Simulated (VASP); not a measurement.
Write the native input for VASP 6.6.1 that does the following.

| Property | Result |
| --- | --- |
| Task | single point |
| Functional | LDA |
| Potentials or basis | VASP PAW LDA potentials, release 64 (Bi_d, Pt) |
| Cutoff | 520 eV |
| k mesh | 6 × 6 × 4 |
| Occupations | gaussian, width 0.1 eV |
| Spin | no spin polarisation |
| Dipole correction | no |
| Further INCAR settings | ALGO = Fast; EDIFF = 1e-06; NBANDS = 33 |

The structure of BiPt lies in POSCAR:

```
BiPt
1.0
    4.3150001657      0.0000000000      0.0000000000
   -2.1575000829      3.7368997608      0.0000000000
    0.0000000000      0.0000000000      5.4900000000
Bi Pt
2 2
Direct
    0.3333333333      0.6666666667      0.2500000000
    0.6666666667      0.3333333333      0.7500000000
    0.0000000000      0.0000000000      0.0000000000
    0.0000000000      0.0000000000      0.5000000000
```

One way to write it, as run:

INCAR

```
SYSTEM = BiPt
PREC = Accurate ; ENCUT = 520
EDIFF = 1E-6 ; ISMEAR = 0
SIGMA = 0.1 ; LREAL = .False.
LASPH = .True. ; NELM = 100
ALGO = Fast ; ISIF = 2
LWAVE = .False. ; LCHARG = .False.
GGA = CA ; NBANDS = 33
```

KPOINTS

```
Automatic mesh
0
Gamma
  6 6 4
  0 0 0
```

Potentials or basis: VASP PAW LDA potentials, release 64 (Bi_d, Pt).

Run with:

```bash
$ cat potpaw_LDA.64/Bi_d/POTCAR potpaw_LDA.64/Pt/POTCAR > POTCAR
$ mpirun -np 1 vasp_std > vasp.out
```

It gave:

```yaml
Pressure: 0.2 GPa
Band_gap_on_the_k_mesh: none (metal or under the smearing width)
```

Caveat: spin-orbit coupling is left out, which moves the levels of the heavy elements.

Run time: 22 s on 1 thread of Intel(R) Xeon(R) 6975P-C (Granite Rapids) (shared host), peak memory 0.2 GiB.
